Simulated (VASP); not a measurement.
An input for Quantum ESPRESSO's pw.x (written as the equivalent of a VASP run, and not itself run):

```
&CONTROL
  calculation = 'scf'
  pseudo_dir = './pseudo'
  outdir = './out'
  tprnfor = .true.
  tstress = .true.
/
&SYSTEM
  ibrav = 0
  nat = 10
  ntyp = 4
  ecutwfc = 82
  occupations = 'smearing'
  smearing = 'gaussian'
  degauss = 0.000735
  input_dft = 'pbe'
/
&ELECTRONS
  conv_thr = 7.3e-08
  electron_maxstep = 100
/
ATOMIC_SPECIES
  Cs 132.905 Cs.upf
  Ag 107.868 Ag.upf
  Bi 208.980 Bi.upf
  Br 79.904 Br.upf
CELL_PARAMETERS angstrom
     0.0000000    5.6545410    5.6545410
     5.6545410    0.0000000    5.6545410
     5.6545410    5.6545410    0.0000000
ATOMIC_POSITIONS crystal
  Cs   0.7500000  0.7500000  0.7500000
  Cs   0.2500000  0.2500000  0.2500000
  Ag   0.5000000  0.5000000  0.5000000
  Bi   0.0000000  0.0000000  0.0000000
  Br   0.7491900  0.2508100  0.2508100
  Br   0.2508100  0.7491900  0.7491900
  Br   0.2508100  0.7491900  0.2508100
  Br   0.7491900  0.2508100  0.7491900
  Br   0.2508100  0.2508100  0.7491900
  Br   0.7491900  0.7491900  0.2508100
K_POINTS automatic
  3 3 3 1 1 1
```

Problem. Translate this input to VASP (INCAR, KPOINTS, POSCAR, choice of POTCAR).

Solution. Several could match; the one computed here: 
File POSCAR:
```
Cs2AgBiBr6
1
    0.0000000000     5.6545410000     5.6545410000
    5.6545410000     0.0000000000     5.6545410000
    5.6545410000     5.6545410000     0.0000000000
Cs Ag Bi Br
2 1 1 6
Direct
  0.7500000000   0.7500000000   0.7500000000
  0.2500000000   0.2500000000   0.2500000000
  0.5000000000   0.5000000000   0.5000000000
  0.0000000000   0.0000000000   0.0000000000
  0.7491900000   0.2508100000   0.2508100000
  0.2508100000   0.7491900000   0.7491900000
  0.2508100000   0.7491900000   0.2508100000
  0.7491900000   0.2508100000   0.7491900000
  0.2508100000   0.2508100000   0.7491900000
  0.7491900000   0.7491900000   0.2508100000
```

### INCAR
```
ALGO = Normal
EDIFF = 1E-6
ENCUT = 300
GGA = PE
ISIF = 2
ISMEAR = 0
LASPH = T
LCHARG = F
LMAXMIX = 4
LREAL = F
LWAVE = F
NELM = 100
PREC = Accurate
SIGMA = 0.01
SYSTEM = Cs2AgBiBr6
```

**KPOINTS**
```
Automatic mesh
0
Gamma
3 3 3
0.5 0.5 0.5
```

POTCAR, in this order: Cs_sv Ag Bi_d Br (PBE.64 set). Program: vasp_std.

The two are equivalent in intent, not identical: the potentials are each code's own (VASP's PAW set, PseudoDojo norm-conserving files in pw.x), so ENCUT and ecutwfc are chosen apart and not converted; conv_thr bounds pw.x's estimated SCF error, while EDIFF bounds the energy change between steps.

The structure comes from a computed database's Cs2AgBiBr6 entry; how it stands against other phases isn't given here. The cell was not relaxed at this level.
